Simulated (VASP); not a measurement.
Input of a VASP 6.6.1 run:

The input INCAR:

```
ALGO     = Normal         # electronic algorithm
EDIFF    = 1E-7           # SCF threshold, eV
EDIFFG   = -0.005         # ionic threshold
ENCUT    = 600            # plane-wave cutoff, eV
GGA      = PS             # functional
IBRION   = 2              # ionic algorithm
ISIF     = 3              # what is computed and relaxed
ISMEAR   = 1              # smearing method
KPAR     = 4            
LASPH    = T              # aspherical terms in the spheres
LCHARG   = F              # write CHGCAR
LREAL    = F              # projectors in reciprocal space
LWAVE    = F              # write WAVECAR
NELM     = 80             # most SCF steps
NSW      = 90             # ionic steps
PREC     = Accurate       # precision mode
SIGMA    = 0.1            # smearing width, eV
```

Contents of KPOINTS:

```
k-points
0
Gamma
  16 16 16
```

File POSCAR:

```
Au                                      
1.0
    0.0000000000      2.0408538054      2.0408538054
    2.0408538054      0.0000000000      2.0408538054
    2.0408538054      2.0408538054     -0.0000000000
  Au            
     1
Direct
     0.0000000000000000    0.0000000000000000    0.0000000000000000
```

Potentials or basis: VASP PAW PBE potentials, release 64 (Au).

Command:

```sh
$ cat potpaw_PBE.64/Au/POTCAR > POTCAR
$ mpirun -np 4 vasp_std > vasp.out
```

Problem. Estimate the band gap on the k mesh.

Solution. None (metal or under the smearing width).

Final structure:
```cif
data_structure
_symmetry_space_group_name_H-M 'P 1'
_symmetry_Int_Tables_number 1
_cell_length_a 2.8862
_cell_length_b 2.8862
_cell_length_c 2.8862
_cell_angle_alpha 60.000
_cell_angle_beta 60.000
_cell_angle_gamma 60.000
_cell_volume 17.00
loop_
_atom_site_label
_atom_site_type_symbol
_atom_site_fract_x
_atom_site_fract_y
_atom_site_fract_z
_atom_site_occupancy
Au1 Au 0.00000 0.00000 0.00000 1
```

Caveat: the relaxation stopped at its first step, so nothing moved. The run has no spin-orbit coupling, so splittings on Au are missing.
